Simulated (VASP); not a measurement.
# Fe3PO7 (Grattarolaite): structure and properties in VASP, part 2 of 2

Aim: relax Fe3PO7 (Grattarolaite) with PBEsol + U, compute its properties on that cell and hold them against experiment. The start is a cell from a database of measured crystal structures.

VASP 6.6.1; PBEsol, DFT+U (Fe d 4 eV), spin-polarised from a ferromagnetic start; plane waves and PAW (Fe, P, O).

Still holding for the runs below: The magnetic state follows from one typed start and may not be the lowest.

So far, gap on the k-mesh (eV): step 2 (full relaxation (PBEsol + U)) 1.79. The relaxed cell has a = 8.026, c = 6.885 Å (conventional setting).

**5. Density of states (PBEsol + U)**

A density of states needs more k-points than a total energy; ISMEAR = -5 takes tetrahedra, and LORBIT projects the states on the PAW spheres. The mesh is finer than in the run before.

The input, INCAR:

```
SYSTEM = Fe3PO7
PREC = Accurate
ENCUT = 520
EDIFF = 1E-06
NELM = 100
ISMEAR = -5
SIGMA = 0.05
LREAL = .FALSE.
ALGO = Normal
GGA = PS
NBANDS = 76
ISPIN = 2
MAGMOM = 4.325 4.325 4.325 0.031 0.158 0.359 0.359 0.359 0.122 0.122 0.122
LDAU = .TRUE.
LDAUTYPE = 2
LDAUL = 2 -1 -1
LDAUU = 4 0 0
LDAUJ = 0 0 0
LDAUPRINT = 1
LASPH = .TRUE.
LMAXMIX = 4
LORBIT = 11
LWAVE = .FALSE.
LCHARG = .FALSE.
KPAR = 8
NEDOS = 2001
```

The input, POSCAR:

```
Fe3PO7
1.0
    4.0131358779      2.3169850794      2.2950053484
   -4.0131358779      2.3169850794      2.2950053484
    0.0000000000     -4.6339701588      2.2950053484
Fe P O
3 1 7
Direct
    0.5397198143      0.1503095739      0.5397198143
    0.5397198143      0.5397198143      0.1503095739
    0.1503095739      0.5397198143      0.5397198143
    0.0000821785      0.0000821785      0.0000821785
    0.2305545627      0.2305545627      0.2305545627
    0.3878148672      0.7673479303      0.3878148672
    0.3878148672      0.3878148672      0.7673479303
    0.7673479303      0.3878148672      0.3878148672
    0.8308162105      0.1472039706      0.8308162105
    0.8308162105      0.8308162105      0.1472039706
    0.1472039706      0.8308162105      0.8308162105
```

The input, KPOINTS:

```
Automatic mesh
0
Gamma
7 7 7
0 0 0
```

PAW data sets: Fe, P and O (PBE family, release 64).

Command:

```console
$ mpirun -np 8 vasp_std
```

The job ended after 2.1 min (8 MPI ranks of Intel Xeon Platinum 8259CL at 2.50GHz (Skylake/Cascade Lake), shared host; peak memory 5.6 GiB).

Numbers from this step:

* irreducible k-points: 44
* Fermi energy: 1.992 eV
* pressure: 0.03981 GPa
* valence top at k: 0.4286, 0, 0
* conduction bottom at k: 0.4286, 0.4286, 0.1429
* least direct gap at k: 0.4286, 0, 0
* gap on the k-mesh: 1.757 eV
* least direct gap on the k-mesh: 1.926 eV

The density of states has structure finer than the step of the table below, so its rows give means over 1 eV, whole bins alone (the curve runs from -12.0 to 9.69 eV). Peaks (eV: height): total down -6.2: 10.5, 2.0: 14.1, 2.2: 10.4, 2.3: 11.9; total up -7.1: 10.4, -6.2: 10.7, -6.0: 15.7, -0.4: 9.77; Fe d up -7.1: 7.23, -6.5: 6.46, -6.2: 8.54, -6.0: 14.0; Fe d down 2.0: 12.3, 2.2: 8.84, 2.3: 10.4, 2.8: 6.98; O p up -1.3: 5.51, -0.9: 4.68, -0.7: 4.38, -0.4: 6.21.

States under -12.0 eV and over 9.7 eV are left out. The density of states by energy, zero at the valence-band top; means over each step; 7 of 16 lines; values in states/eV/cell:

```
energy (eV)  total down  total up  Fe d up  Fe d down   O p up  O p down  Fe p up
        -11           0         0        0          0        0         0        0
        -10           0    0.0331  0.00794          0   0.0107         0   3.8e-4
         -9       0.127     0.966    0.210    0.00593    0.319    0.0481   0.0236
         -8       0.870      2.20     1.20     0.0339    0.606     0.332   0.0229
         -7           0      5.47     3.67          0    0.999         0   0.0631
         -6        3.00      6.88     5.48      0.145    0.629      1.54   0.0509
         -5       0.150      2.77     1.41     0.0111    0.653    0.0745   0.0775
         -4        3.60      2.35    0.633      0.380    0.906      1.83   0.0613
         -3        6.00      3.36    0.423      0.958     1.73      3.25   0.0963
         -2        3.09      3.68    0.478      0.384     2.07      1.80    0.221
         -1        4.06      5.15    0.728      0.350     3.19      2.61    0.139
          0      0.0798      3.11    0.640    0.00356     1.92    0.0552   0.0623
          1           0         0        0          0        0         0        0
          2        6.43         0        0       5.56        0     0.281        0
          3        5.41         0        0       4.18        0     0.635        0
          4        3.15    1.6e-5        0       2.15        0     0.649        0
          5     0.00690    0.0885   4.6e-4     1.9e-4  0.00697    3.8e-4  0.00100
          6       0.157     0.291  0.00231    0.00372   0.0391    0.0179  0.00696
          7       0.403     0.646  0.00696    0.00719   0.0976    0.0660   0.0258
          8       0.712      1.32   0.0256     0.0124    0.204     0.125   0.0742
          9        1.92      2.42   0.0736     0.0448    0.419     0.321    0.172
```

The gap on this mesh is 1.76 eV. In the top eV of the valence band the largest shares in the PAW spheres are O p 63 % and Fe d 15 %; in the lowest eV of the conduction band, Fe d 86 % and O p 5 %. The rest lies in smaller channels or between the spheres.

**6. Vibrations at Γ (PBEsol + U)**

Zone-centre modes test whether the atoms sit at a minimum within this cell. IBRION = 6 takes the force constants from differences of forces between displaced cells, so the forces must be tight.

INCAR: that of step 5 with these lines changed.

```diff
@@ -3,5 +3,5 @@
 ENCUT = 520
-EDIFF = 1E-06
+EDIFF = 1E-08
 NELM = 100
-ISMEAR = -5
+ISMEAR = 0
 SIGMA = 0.05
@@ -10,3 +10,3 @@
 GGA = PS
-NBANDS = 76
+NBANDS = 61
 ISPIN = 2
@@ -25,2 +25,6 @@
 KPAR = 8
-NEDOS = 2001
+IBRION = 6
+NFREE = 2
+POTIM = 0.015
+ISIF = 2
+NSW = 1
```

POSCAR is that of step 5.

The input, KPOINTS:

```
Automatic mesh
0
Gamma
5 5 5
0 0 0
```

Command:

```console
$ mpirun -np 8 vasp_std
```

Run time: 28 min. Hardware: 8 MPI ranks; peak memory 9.7 GiB.

The last energy, forces, stress and levels in OUTCAR belong to the last displaced cell, not to the cell of POSCAR.

Numbers from this step:

```
bands                     : 61
irreducible k-points      : 19
pressure of the cell      : 0.04082 GPa
largest force of the cell : 0.01004 eV/Å
```

Transverse limit, no LO-TO splitting. Modes at Γ, with each element's share of the kinetic energy:

```
mode  frequency (cm⁻¹)  Fe %  P %  O %
   1              34.1    25    0   75
   2             129.6    24   12   65
   3             129.6    24   12   65
   4             174.4    69    1   30
   5             174.4    69    1   30
   6             217.3    70   10   20
   7             221.0    65    0   35
   8             229.5    20    0   80
   9             229.5    20    0   80
  10             283.8    10    2   88
  11             314.3    19    4   77
  12             314.3    19    4   77
  13             344.3    45    3   52
  14             362.0    91    1    8
  15             362.0    91    1    8
  16             372.2     1    2   97
  17             372.2     1    2   97
  18             509.8    10    0   90
  19             511.8     7   34   59
  20             540.2    13    0   86
  21             540.2    13    0   86
  22             560.9     8   31   61
  23             560.9     8   31   61
  24             590.2    13    4   83
  25             640.7     1    5   94
  26             640.7     1    5   94
  27             883.2     1   32   67
  28            1010.4     0    4   95
  29            1042.3     0   35   65
  30            1042.3     0   35   65
```

Displacements in mode 1 (34.1 cm⁻¹), the largest set to 1:
```
Fe1  0.16  0.29  0.00
Fe2 -0.33  0.00  0.00
Fe3  0.16 -0.29  0.00
P4   0.00  0.00  0.00
O5   0.00  0.00  0.00
O6  -0.19 -0.33  0.00
O7   0.38  0.00  0.00
O8  -0.19  0.33  0.00
O9   0.50  0.87  0.00
O10 -1.00  0.00  0.00
O11  0.50 -0.87  0.00
```

Displacements in mode 24 (590.2 cm⁻¹), the largest set to 1:
```
Fe1 -0.17  0.10  0.21
Fe2  0.00 -0.20  0.21
Fe3  0.17  0.10  0.21
P4   0.00  0.00  0.38
O5   0.00  0.00 -0.08
O6   0.81 -0.47 -1.00
O7   0.00  0.93 -1.00
O8  -0.81 -0.47 -1.00
O9   0.03 -0.02  0.03
O10  0.00  0.04  0.03
O11 -0.03 -0.02  0.03
```

The three acoustic modes lie within 0.4 cm⁻¹ of zero, and all others are real.

**7. Electric field gradients (PBEsol + U)**

Field gradients probe how far the charge around each nucleus departs from cubic symmetry; LASPH keeps the non-spherical terms inside the spheres.

INCAR: that of step 6 with these lines changed.

```diff
@@ -3,3 +3,3 @@
 ENCUT = 520
-EDIFF = 1E-08
+EDIFF = 1E-07
 NELM = 100
@@ -25,6 +25,2 @@
 KPAR = 8
-IBRION = 6
-NFREE = 2
-POTIM = 0.015
-ISIF = 2
-NSW = 1
+LEFG = .TRUE.
```

POSCAR is that of step 6.

KPOINTS is that of step 6.

Command:

```console
$ mpirun -np 8 vasp_std
```

It took 67 s on 8 MPI ranks; peak memory 3.4 GiB; 8.8 min of CPU time.

Numbers from this step:

```yaml
scf_cycles: 18
fermi_energy: 2.202 eV
pressure: 0.04228 GPa
valence_top_at_k: 0.4, 0, 0
conduction_bottom_at_k: 0.4, 0.4, 0.2
least_direct_gap_at_k: 0.4, 0, 0
gap_on_the_k_mesh: 1.788 eV
least_direct_gap_on_the_k_mesh: 1.950 eV
```

Electric field gradients, by row:

```
atom  Vxx (V/Å²)  Vyy (V/Å²)  Vzz (V/Å²)  asymmetry
 Fe1       33.97       28.08      -62.05      0.095
 Fe2       33.97       28.08      -62.05      0.095
 Fe3       33.97       28.08      -62.05      0.095
  P4      -9.535      -9.535       19.07          0
  O5      -41.77      -41.77       83.54          0
  O6        23.7       16.86      -40.56      0.168
  O7        23.7       16.86      -40.56      0.168
  O8        23.7       16.86      -40.56      0.168
  O9      -51.88      -43.51       95.39      0.088
 O10      -51.88      -43.51       95.39      0.088
 O11      -51.88      -43.51       95.39      0.088
```

The largest gradient, 95.39 V/Å², sits on O9 and like sites; times the quadrupole moment of a nucleus that has one, it gives the coupling that NMR and NQR see.

**8. Summary of results**

```yaml
relaxed_volume: 11.64 Å³/atom
relaxed_conventional_cell_a_b_c: 8.026, 8.026, 6.885 Å; angles 90.0, 90.0, 120.0°
space_group_after_relaxing_within_0p02_a: R3m (No. 160)
moment_of_the_cell_7x7x7_mesh: 15 μB
largest_site_moment_7x7x7_mesh: 4.33 μB on Fe1
band_gap: 1.72 eV, indirect (least direct gap of that run 1.90 eV)
gap_among_the_points_of_the_dos_mesh_alone_an_upper_bound: 1.76 eV
highest_zone_centre_mode: 1042 cm⁻¹
largest_field_gradient_vzz: 95.39 V/Å² on O9
```

**Reading.** With PBEsol + U, Fe3PO7 (Grattarolaite) relaxes to 11.64 Å³/atom in space group R3m, has an indirect gap of 1.72 eV and keeps moments of up to 4.33 μB (7×7×7 mesh). Against the listed cell the volume lies +0.8 % (a +0.3 %, c +0.3 %). Band structure (PBEsol + U), spin up: The path shows an indirect gap of 4.50 eV (valence top at L, conduction bottom at Γ). The least direct gap is 4.58 eV. Band structure (PBEsol + U), spin down: On this path the gap is indirect, 2.17 eV, with the valence top at L and the conduction bottom at F. The least direct gap is 2.35 eV. Vibrations at Γ (PBEsol + U): The highest mode saved in this list at Γ, 1042.3 cm⁻¹, has its largest share on O (65 % of the kinetic energy). Semilocal functionals usually underestimate gaps. Only the typed magnetic starts were tried, so the magnetic ground state may differ and with it the other results. Only ferromagnetic starts were used, while the crystal orders antiferromagnetically, so what depends on the order belongs to another state. Modes at Γ alone can't show that the crystal is stable at other wave vectors, and the LO-TO splitting is not included. No search among competing phases was made, and a listed structure need not be the one stable at ambient conditions. All values are for a static lattice at zero temperature.

Computed beside measured:

```
              quantity  measured   PBEsol, DFT+U
lattice constant a (Å)     8.006  8.026 (+0.3 %)
lattice constant c (Å)     6.863  6.885 (+0.3 %)
```

Measured values from arxiv:1910.08818 (2019).

**Verdict.** The lattice constant a is off by +0.3 %. The lattice constant c is off by +0.3 %. The runs are ferromagnetic and the sample is antiferromagnetic, so the match is not graded. For lattice constants the calculation has a static lattice, without zero-point motion or thermal expansion (measured at up to 300 K).

[Lines on the potential files, build, host, timing and source positions are cut from VASP's logs without a mark.]

[Logs are printed without paths, hosts, clocks, repeated set-up lines and the standing remarks that a program may print on its own settings, such as how far it seeks lower states.]

[Hosts, paths, dates, database ids (printed as entryN), source tags and the programs' standing remarks are cut or masked in the printed files.]

[A measured line is paired with the nearest computed mode of its activity, which favours agreement.]
